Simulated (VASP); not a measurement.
A VASP calculation is set up with these files.

File KPOINTS:
```
kpoints
0
gamma
  8 8 8
```

POSCAR:
```
InP
6.3582180
  0.5000000000   0.0000000000   0.0000000000
  0.0000000000   0.5000000000   0.0000000000
  0.0000000000   0.0000000000   0.5000000000
In P
1 1
direct
  0.0000000000   0.0000000000   0.0000000000
  0.5000000000   0.5000000000   0.5000000000
```

INCAR:
```
SYSTEM = InP
PREC = Accurate
ENCUT = 300
EDIFF = 1E-6
NELM = 100
ALGO = Normal
LREAL = .FALSE.
LASPH = .TRUE.
ISMEAR = -1
SIGMA = 0.1
LMAXMIX = 4
LWAVE = .FALSE.
LCHARG = .FALSE.
ISIF = 2
```

POTCAR, in this order: In_d P (LDA.64 set). Program: vasp_std.

**Question.** Write an equivalent input for Ansatz.

**Answer.** One equivalent input (not run):
Ansatz 0.2 input:
```yaml
crystal:
  lattice:
    - [3.1791090, 0.0000000, 0.0000000]
    - [0.0000000, 3.1791090, 0.0000000]
    - [0.0000000, 0.0000000, 3.1791090]
  atoms:
    - { symbol: In, position: [0.0000000, 0.0000000, 0.0000000] }
    - { symbol: P, position: [0.5000000, 0.5000000, 0.5000000] }
kpoints:
  mp_grid: { grid: [8, 8, 8] }
hamiltonian:
  xc: lda
  pseudopotentials: { kind: paw }
scf:
  occupations: { method: fermi_dirac, width: 0.1 }
  max_iter: 100
output: { forces: true, stress: true, eigenvalues: true }
```
The two are equivalent in intent, not identical: each code has its own PAW files, so the cut-off isn't converted (ENCUT is set for VASP's; basis.ecutwfc is left out, and Ansatz then takes the one that its files recommend); Ansatz stops its SCF on the density residual and VASP on the energy change (EDIFF); Ansatz's lda is the Perdew-Wang form, while the LDA potentials of VASP carry Perdew-Zunger's.

The structure was generated: InP was put into an ordered model structure, which need not be its known phase. The cell was not relaxed at this level. The run is one of a series of settings (GGA removed, POTCAR In_d P (LDA.64 set) against the base run), some of them coarse on purpose.
